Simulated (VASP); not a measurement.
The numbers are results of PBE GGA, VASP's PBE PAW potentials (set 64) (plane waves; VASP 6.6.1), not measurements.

Input for VASP

INCAR:
```
# general
SYSTEM   = MgI2
PREC     = Accurate
ENCUT    = 400
LREAL    = .False.   # projection in real space or not
LASPH    = .True.   # aspherical one-centre terms
KSPACING = 0.6
KGAMMA   = .True.

# electronic loop
EDIFF    = 1E-6   # SCF stop (eV)
NELM     = 100   # most electronic steps
ALGO     = Normal   # blocked Davidson
LMAXMIX  = 4   # l cut-off of mixed one-centre charges

# smearing
ISMEAR   = 0
SIGMA    = 0.05   # width (eV)

# functional
GGA      = PE   # PBE

# ions
ISIF     = 2   # forces and stress, cell fixed

# output
LWAVE    = .False.
LCHARG   = .False.
```

### POSCAR
```
MgI2
1
    2.1160970000    -3.6825960000     0.0000000000
    2.1160970000     3.6825960000     0.0000000000
    0.0000000000     0.0000000000     6.7694490000
Mg I
1 2
Direct
  0.0000000000   0.0000000000   0.0000000000
  0.3333330000   0.6666670000   0.2420000000
  0.6824250000   0.3490910000   0.7580000000
```

POTCAR, in this order: Mg I (PBE.64 set). Program: vasp_std.

Gaps are read on the run's mesh, which can miss a band edge. Unless said otherwise, spin-orbit coupling is left out, though it shifts the bands of the heavy elements here.

**Question.** Predict the energy per atom (σ→0), largest force, band gap (on the k-mesh).

**Answer.** 
The energy per atom (σ→0) is -2.529 eV/atom, the band gap (on the k-mesh) is 3.34 eV and the largest force comes out as 0.103 eV/Å.

### OSZICAR
```
...
DAV:   7    -0.758703957857E+01    0.29684E-01   -0.16213E-01   272   0.223E+00    0.845E-01
DAV:   8    -0.758588340827E+01    0.11562E-02   -0.97839E-03   244   0.615E-01    0.259E-01
DAV:   9    -0.758609462199E+01   -0.21121E-03   -0.10943E-03   284   0.243E-01    0.850E-02
DAV:  10    -0.758608501845E+01    0.96035E-05   -0.25416E-05   300   0.426E-02    0.455E-02
DAV:  11    -0.758609393678E+01   -0.89183E-05   -0.17031E-05   252   0.311E-02    0.127E-02
DAV:  12    -0.758609510621E+01   -0.11694E-05   -0.12112E-06   216   0.819E-03    0.961E-03
DAV:  13    -0.758609591258E+01   -0.80637E-06   -0.36289E-07   176   0.442E-03
   1 F= -.75860959E+01 E0= -.75860959E+01  d E =-.550738E-12
```

The compound is MgI2 in the 1T layered structure. The cell was not relaxed at this level, atoms are displaced from their ideal sites. The run is one of a series of settings (KGAMMA = .TRUE., KSPACING = 0.6, KPOINTS file removed against the base run), some of them coarse on purpose.
